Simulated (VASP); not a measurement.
Mg2PbN2, 5 atoms in the cell. The typed cell holds 5 atoms: a = 3.627 Å, b = 3.627 Å, c = 6.566 Å, α = 90.00°, β = 90.00°, γ = 120.00°. The cell comes from a database or a generator and needn't be the stable form of this composition. The cell isn't the ideal one: atoms moved at random, drawn with an rms of 0.02 Å.

```yaml
Program: VASP 6.6.1
Task: band structure
Functional: PBEsol
Dispersion: D4
Potentials_or_basis: VASP PAW PBE potentials, release 54 (Pb_d, Mg, N)
Cutoff: 520 eV
k_mesh: 9 × 9 × 4
Occupations: fermi-dirac, width 0.02 eV
Spin: no spin polarisation
Further_INCAR_settings: ALGO = Normal; EDIFF = 1e-08
```

Potentials or basis: VASP PAW PBE potentials, release 54 (Pb_d, Mg, N).

Run with:

```sh
$ cat potpaw_PBE.54/Pb_d/POTCAR potpaw_PBE.54/Mg/POTCAR potpaw_PBE.54/N/POTCAR > POTCAR
$ mpirun -np 1 vasp_std > vasp.out
```

Hardware: 1 thread of Intel(R) Xeon(R) 6975P-C (Granite Rapids) (shared host).

Estimate the wall time of this run.

Wall time 3.6 min on 1 thread of Intel(R) Xeon(R) 6975P-C (Granite Rapids), with other jobs on the host, peak memory 0.46 GiB. Counts: scf iterations 28, k points 163.
